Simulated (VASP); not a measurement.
Consider the following.

```yaml
crystal:
  lattice:
    - [3.81372, 0.00000, 0.00000]
    - [-1.90686, 3.30278, 0.00000]
    - [0.00000, 0.00000, 4.59956]
  atoms:
    - { symbol: Hf, position: [0.33333, 0.66667, 0.94151] }
    - { symbol: Hf, position: [0.66667, 0.33333, 0.44151] }
    - { symbol: C, position: [0.33333, 0.66667, 0.43349] }
    - { symbol: C, position: [0.66667, 0.33333, 0.93349] }
```

Level of theory: PBEsol GGA, VASP's PBE PAW potentials (set 64) (plane waves; VASP 6.6.1). Settings: 520 eV cut-off, Gaussian smearing of 0.050 eV, potentials Hf_pv C.

**Question.** Give the energies of bands 9 to 17 at the high-symmetry points, in eV from the Fermi level.

**Answer.** 
| band | Γ | M | K | A | L | H |
|---|---|---|---|---|---|---|
| 9 | -2.92 | -4.04 | -2.68 | -3.38 | -4.89 | -4.76 |
| 10 | -2.92 | -2.27 | -2.51 | -3.38 | -4.89 | -4.76 |
| 11 | -2.71 | -1.98 | -2.51 | -3.27 | -2.49 | -2.45 |
| 12 | -2.71 | -1.73 | -1.74 | -3.27 | -2.49 | -2.45 |
| 13 | -1.97 | -1.39 | -1.74 | -3.27 | -1.71 | -2.02 |
| 14 | 1.16 | -0.41 | -1.24 | -3.27 | -1.71 | -2.02 |
| 15 | 1.19 | 0.17 | 0.33 | 4.15 | 2.29 | 1.36 |
| 16 | 1.19 | 1.68 | 0.56 | 4.15 | 2.29 | 1.36 |
| 17 | 2.35 | 3.03 | 3.20 | 4.41 | 3.66 | 4.39 |

It has no gap at this level: it comes out as a metal or semimetal.

The structure was generated: HfC was put into the wurtzite type (P6_3mc), which need not be its known phase. It was relaxed first, which changed the volume by -41 %.
